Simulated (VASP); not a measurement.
Here is a VASP 6.6.1 calculation.

File INCAR:

```
  PREC = Accurate
  ENCUT = 450
  EDIFF = 1E-5
  ISMEAR = 0
  SIGMA = 0.03
  LREAL = Auto
  LASPH = True
  NELM = 120
  ALGO = Normal
  ISIF = 2
  LWAVE = False
  LCHARG = False
  ISPIN = 2
  MAGMOM = 4 0 0 0 0 0 0 0 0 0 0 0 0 0 0 0 0 0 0 0 0 0 0 0
  LORBIT = 11
  NUPDOWN = 4
  LMAXMIX = 4
  GGA = PS
  ISYM = 0
  KPAR = 4
```

The input KPOINTS:

```
Automatic mesh
0
Gamma
  3 4 4
```

Contents of POSCAR:

```
FeC23                                   
1.0
    0.0000000000      5.3503200000      5.3503200000
    3.5668800000      0.0000000000      3.5668800000
    3.5668800000      3.5668800000      0.0000000000
  Fe              C             
     1    23
Direct
     0.9887812003518396    0.0035095493225597    0.0025433050759305
     0.0009720274647805    0.0012978266346831    0.4974915681576178
     0.0009606724719389    0.4996026386903235    0.9992003101547647
     0.0018500239873887    0.4998194911695071    0.4981538840754685
     0.3316025107015164    0.0040306714135568    0.0020153481488268
     0.3398819608821840    0.9998208604701083    0.4896845031909992
     0.3399293159200436    0.4914820861062373    0.9978996669069361
     0.3324283671450455    0.5018645507615211    0.4998807947788481
     0.6666450231165345    0.0002417947162420    0.9980459168836429
     0.6582199402562388    0.0046951816488296    0.5076286185480671
     0.6582325723394713    0.5097688207946791    0.0025625123493719
     0.6674361371849548    0.5009771297756312    0.4987519729835981
     0.0948917053949886    0.1390415820957763    0.1368952351482661
     0.1008744812310177    0.1364080594062730    0.5756272317025617
     0.1010153860489368    0.5768387919028645    0.1348020005751169
     0.0846900480882786    0.6255018970438799    0.6234833636389564
     0.4271213701037793    0.1178575342271297    0.1159550686661090
     0.4117192672226143    0.1266050905148163    0.6316695364298599
     0.4116944856370726    0.6337033403979870    0.1246168813517003
     0.4183122089744955    0.6245350980882984    0.6225367763369629
     0.7035200479114944    0.1521409187672109    0.1498907236644922
     0.7504928083409613    0.1272701699955985    0.6238756751499247
     0.7505601220619622    0.6261061572723895    0.1249987450387553
     0.7481033171624430    0.6271917587838944    0.6250953610432248
```

Potentials or basis: VASP PAW PBE potentials, release 64 (Fe, C).

Launch:

```console
$ cat potpaw_PBE.64/Fe/POTCAR potpaw_PBE.64/C/POTCAR > POTCAR
$ mpirun -np 4 vasp_std > vasp.out
```

**Question.** Estimate the largest force.

**Answer.** 0.164 eV/Å.

Forces on the atoms (eV/Å):
```
Fe   0.077 -0.114 -0.089
C    0.005  0.010 -0.139
C   -0.002 -0.133  0.004
C    0.126 -0.006  0.003
C   -0.030  0.054  0.056
C   -0.058  0.014  0.041
C   -0.053  0.042  0.020
C    0.004  0.011  0.017
C   -0.093 -0.013 -0.016
C    0.030  0.051 -0.030
C    0.033 -0.036  0.049
C   -0.001  0.006 -0.001
C   -0.024  0.046  0.038
C   -0.101  0.058  0.111
C   -0.098  0.109  0.073
C   -0.010  0.004  0.003
C    0.022 -0.004 -0.003
C    0.010 -0.020 -0.015
C    0.003 -0.012 -0.020
C    0.005  0.002 -0.002
C    0.138 -0.059 -0.060
C   -0.003 -0.004 -0.012
C    0.003 -0.010 -0.024
C    0.017  0.002 -0.003
```

Caveat: the k mesh is coarse (spacing up to 0.38 Å⁻¹), so the values aren't converged; the PAW data sets were made with another functional, which shifts forces and pressure a little; the total moment is fixed, so each spin has its own Fermi level.
